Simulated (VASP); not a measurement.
# Fermi-Dirac smearing in Mg

How do entropy and free energy of the electrons in Mg grow with the Fermi-Dirac width, and how far does the Sommerfeld expansion hold?

Calculated with VASP 6.6.1; PBEsol; plane waves and PAW (Mg), in the first sound run; inputs show where later runs differ.

Most raw output is cut from this account.

## 1. The starting structure

The structure is hexagonal, space group P6_3/mmc (No. 194). The conventional cell has a = 3.210 Å, b = 3.210 Å, c = 5.213 Å, α = 90.00°, β = 90.00°, γ = 120.00°. Nearest to Mg lie 12 Mg at 3.20 to 3.21 Å.

## 2. Relax the crystal, PBEsol

The cell is relaxed and then held.

This step took 2 runs in a row; the last is shown.

Level: PBEsol; plane waves and PAW (Mg).

Contents of INCAR:

```
SYSTEM = Mg
PREC = Accurate
ENCUT = 450
EDIFF = 1E-07
NELM = 120
ISMEAR = 1
SIGMA = 0.15
LREAL = .FALSE.
ALGO = Normal
GGA = PS
NBANDS = 8
LASPH = .TRUE.
LORBIT = 11
LWAVE = .FALSE.
LCHARG = .FALSE.
KPAR = 8
IBRION = 2
NSW = 40
ISIF = 3
EDIFFG = -0.005
POTIM = 0.4
```

Contents of POSCAR:

```
Mg
1.0
    3.1823916775      0.0000000000      0.0000000000
   -1.5911958388      2.7560320375      0.0000000000
    0.0000000000      0.0000000000      5.1285894932
Mg
2
Direct
    0.0000000000      0.0000000000      0.0000000000
    0.3333333333      0.6666666667      0.5000000000
```

Contents of KPOINTS:

```
Automatic mesh
0
Gamma
16 16 9
0 0 0
```

Potentials, in the order of the species: Mg (PBE family, release 64).

On the command line:

```console
> mpirun -np 8 vasp_std
```

Run time: 7.4 s. Hardware: 8 MPI ranks of Intel Xeon Platinum 8175M at 2.50GHz (Skylake/Cascade Lake), shared host; peak memory 1.4 GiB.

Numbers from this step:

* energy(sigma→0) of the program: -3.4421 eV
* stress, compression positive: xx, yy, zz 0.01, 0.01, 0.00 GPa
* volume: 44.982 Å³
* ionic steps: 1

## 3. Tetrahedra, PBEsol

Tetrahedra give the density of states at the Fermi level without smearing.

Level: PBEsol; plane waves and PAW (Mg).

Contents of INCAR:

```
SYSTEM = Mg
PREC = Accurate
ENCUT = 450
EDIFF = 1E-08
NELM = 100
ISMEAR = -5
SIGMA = 0.15
LREAL = .FALSE.
ALGO = Normal
GGA = PS
NBANDS = 18
LASPH = .TRUE.
LORBIT = 11
LWAVE = .FALSE.
LCHARG = .FALSE.
KPAR = 2
ISIF = 2
NEDOS = 3001
```

POSCAR is that of step 2.

Contents of KPOINTS:

```
Automatic mesh
0
Gamma
28 28 16
0 0 0
```

On the command line:

```console
> mpirun -np 2 vasp_std
```

The job ended after 2.4 min (2 MPI ranks; peak memory 0.94 GiB).

Read from the output:

| Quantity | Value |
| --- | --- |
| energy(sigma→0) of the program | -3.4471 eV |

The run ends at a pressure of -0.05 GPa.

## 4. Electron temperature, PBEsol

One member in full: SIGMA = 0.025 eV.

Level: PBEsol; plane waves and PAW (Mg).

Changes to INCAR since step 3:

```diff
@@ -5,4 +5,4 @@
 NELM = 100
-ISMEAR = -5
-SIGMA = 0.15
+ISMEAR = -1
+SIGMA = 0.025
 LREAL = .FALSE.
@@ -17,2 +17 @@
 ISIF = 2
-NEDOS = 3001
```

POSCAR is that of step 3.

KPOINTS is that of step 3.

On the command line:

```console
> mpirun -np 2 vasp_std
```

Elapsed: 2.2 min, on 2 MPI ranks; peak memory 0.86 GiB.

Numbers from this step:

```
energy(sigma→0) of the program : -3.4468 eV
stress, compression positive   : xx, yy, zz -0.04, -0.04, 0.09 GPa
```

The run ends at a pressure of 0.00 GPa.

## 5. The table

The other members went through these steps as far as the tables show, on the same mesh; 7 runs are not shown. The session took 0.69 core hours (wall time by ranks) on a shared machine.

```tsv
width kT (eV)	temperature (K)	free energy less that of the narrowest width (meV/atom)	TS (meV/atom)	pressure (GPa)	shift of the Fermi level (eV)
0.025	290	0.000	0.980	-0.001	0.000
0.050	580	-1.348	3.434	0.004	0.001
0.075	870	-3.454	7.512	0.016	0.001
0.100	1160	?	?	0.034	0.001
0.150	1741	-14.744	30.276	0.082	-0.001
0.200	2321	-26.576	54.327	0.147	-0.005
0.300	3481	-60.827	124.130	0.325	-0.015
```

## 6. The Sommerfeld expansion

At low temperature TS = (π²/3) g (kT)², so TS, twice the difference of energy(sigma→0) and the free energy, over (π²/3)(kT)² is an effective density of states: 0.477, 0.418, 0.406, 0.409, 0.413, 0.419 states/eV/atom in the rows shown.

A least-squares parabola through the 6 rows shown, with σ the width in eV: g = 1.944 σ² − 0.7290 σ + 0.4685 (states/eV/atom), r.m.s. residual 0.016 states/eV/atom.

For the withheld row, σ = 0.1, the fit gives 0.415 states/eV/atom.

## 7. Checking the prediction

The calculation gives 0.405 states/eV/atom, so the prediction is 0.010 states/eV/atom too high, within twice the residual of the fit.

The parabola in σ is an empirical guide, not the expansion itself. Tetrahedra give g = 0.420 states/eV/atom at the Fermi level, the limit that the series should reach at zero width.

## 8. What came out

| Item | Value |
| --- | --- |
| density of states at the Fermi level, tetrahedra | 0.42 states/eV/atom |
| Sommerfeld coefficient from it | 0.99 mJ per mole of atoms and K² |
| pressure at the widest setting | 0.32 GPa |
| error of the predicted g | 0.010 states/eV/atom |

In words: Against the tetrahedron value, the effective density of states stands at +13 % at 0.025 eV, -1 % at 0.05 eV, -4 % at 0.1 eV, -0 % at 0.3 eV. The leading term holds within a tenth at the widest setting. The narrowest row breaks the trend of the next ones, as mesh noise would; no test of the mesh was run. The bare coefficient lacks the electron-phonon enhancement of measured heat capacities.

[Lines on the potential files, build, host, timing and source positions are cut from VASP's logs without a mark.]

[Logs are printed without paths, hosts, clocks, repeated set-up lines and the standing remarks that a program may print on its own settings, such as how far it seeks lower states.]

[Hosts, paths, dates, database ids (printed as entryN), source tags and the programs' standing remarks are cut or masked in the printed files.]
